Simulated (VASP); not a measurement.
Data:

```yaml
crystal:
  lattice:
    - [0.00000, 2.82053, 2.82053]
    - [2.82053, 0.00000, 2.82053]
    - [2.82053, 2.82053, 0.00000]
  atoms:
    - { symbol: Be, position: [0.00000, 0.00000, 0.00000] }
    - { symbol: Te, position: [0.25000, 0.25000, 0.25000] }
```

Method: SCAN meta-GGA, VASP's PBE PAW potentials (set 64) (plane waves; VASP 6.6.1). Settings: 400 eV cut-off, 10×10×10 Γ-centred mesh, Gaussian smearing of 0.010 eV, potentials Be Te.

### Question
Give the direction-averaged independent-particle dielectric function (no local fields, no excitons; a broadening of 0.1 eV leaves a tail below the gap, and fine structure carries the noise of the k-mesh).

### Answer

```tsv
ħω (eV)	ε₁	ε₂
0.00	7.18	0.00
0.40	7.21	0.02
0.80	7.31	0.03
1.20	7.48	0.05
1.70	7.81	0.08
2.10	8.20	0.12
2.50	8.76	0.17
3.00	9.83	0.28
3.40	11.26	0.47
3.80	13.98	1.14
4.30	17.67	7.54
4.70	13.37	11.29
5.10	18.41	20.63
5.50	-5.33	15.98
6.00	0.85	15.73
6.40	-8.92	15.37
6.80	-8.04	9.80
7.30	-6.02	4.26
7.70	-3.24	2.95
8.10	-2.36	3.23
8.60	-4.44	3.17
9.00	-2.90	3.52
9.40	-3.62	1.75
9.90	-1.81	1.41
```
ε₂ peaks at 5.3 eV (height 29.5), 6.2 eV (height 20.8); ε₁(0) averages 7.18, so the electronic refractive index below the gap tends to √7.18 = 2.68.

The structure comes from a measured BeTe entry (F-43m) of the Crystallography Open Database, whose conditions weren't checked. It was relaxed first, which changed the volume by +6 %.
